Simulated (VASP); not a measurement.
# RuW under changes of volume

One of the cells (15.087 Å³/atom); the others are scaled copies at fixed shape and fractional positions:

```
CELL_PARAMETERS angstrom
2.78513 0.00000 0.00000
-1.39257 2.41200 0.00000
0.00000 0.00000 4.49179
ATOMIC_POSITIONS crystal
W 0.66667 0.33333 0.00000
Ru 0.00000 0.00000 0.50000
```

The cell comes from a database or a generator and needn't be the stable form of this composition.

| Item | Value |
| --- | --- |
| Program | VASP 6.6.1 |
| Functional | PBEsol |
| Potentials or basis | VASP PAW PBE potentials, release 64 (W_sv, Ru_pv) |
| Cutoff | 520 eV |
| k mesh | 11 × 11 × 6 |
| Occupations | fermi-dirac, width 0.05 eV |
| Spin | no spin polarisation |

```tsv
volume (Å³/atom)	energy over the lowest point (meV/atom)	pressure (GPa)
13.904	?	?
14.200	9.27	8.6
14.496	0.00	1.4
15.087	17.97	-10.9
15.383	42.68	-16.0
15.679	76.39	-20.6
```

Problem. What does the run at 13.904 Å³/atom give?

Solution. Energy over the lowest point 32.66 meV/atom; pressure 16.6 GPa.

Worked out: A Birch-Murnaghan fit of order 3 (a polynomial in V^(-2/3)) to the other rows has its minimum at 14.56 Å³/atom with B0 = V·E''(V) = 328 GPa and B' = 4.6 at fixed shape and positions, which overstates the stiffness. It gives 32.71 meV/atom at 13.904 Å³/atom, against the run's 32.66, and -dE/dV = 16.8 GPa, against 16.6.

Energies are extrapolated to zero smearing.

Caveats: the PAW data sets were made with another functional, which shifts forces and pressure a little.
